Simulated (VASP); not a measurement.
Data:

```
WSe2
1.0
    1.64392    -2.84736     0.00000
    1.64392     2.84736     0.00000
    0.00000     0.00000    12.97101
W Se
2 4
Cartesian
  1.64392   0.94912   3.24275
  1.64392  -0.94912   9.72826
  1.64392   0.94912  11.41486
  1.64392  -0.94912   4.92935
  1.64392  -0.94912   1.55615
  1.64392   0.94912   8.04166
```

Calculation: LDA (Ceperley-Alder, Perdew-Zunger), VASP's LDA PAW potentials (set 64) (plane waves; VASP). Run with 520 eV cut-off, 8×8×2 Γ-centred mesh, Gaussian smearing of 0.050 eV, potentials W_sv Se.

Q: The ions and cell shape at fixed volume are relaxed. Give the cell that the relaxation ends in.

A: 
```
WSe2
1.0
    1.63289    -2.82826     0.00000
    1.63289     2.82826     0.00000
    0.00000     0.00000    13.14679
W Se
2 4
Direct
  0.33333   0.66667   0.25000
  0.66667   0.33333   0.75000
  0.33333   0.66667   0.87686
  0.66667   0.33333   0.37686
  0.66667   0.33333   0.12314
  0.33333   0.66667   0.62314
```
Space group P6_3/mmc (194), at a tolerance of 0.03 Å.

Q: How much energy does the relaxation gain?

A: The energy (σ→0) changes by -6.0 meV/atom, in 5 ionic steps.

```
step  E(σ→0) (eV)  max force (eV/Å)  pressure (GPa)  volume (Å³)
----  -----------  ----------------  --------------  -----------
1        -48.4440             0.479           -4.27       121.43
2        -48.4660             0.025           -2.21       121.43
3        -48.4660             0.047           -2.30       121.43
4        -48.4754             0.023           -1.75       121.43
5        -48.4799             0.008           -0.99       121.43
```

The compound is WSe2 in the 2H layered structure. This cell is one point of a volume scan, at 1.03 of the reference volume. Symmetry was kept, so distortions that lower it aren't found.
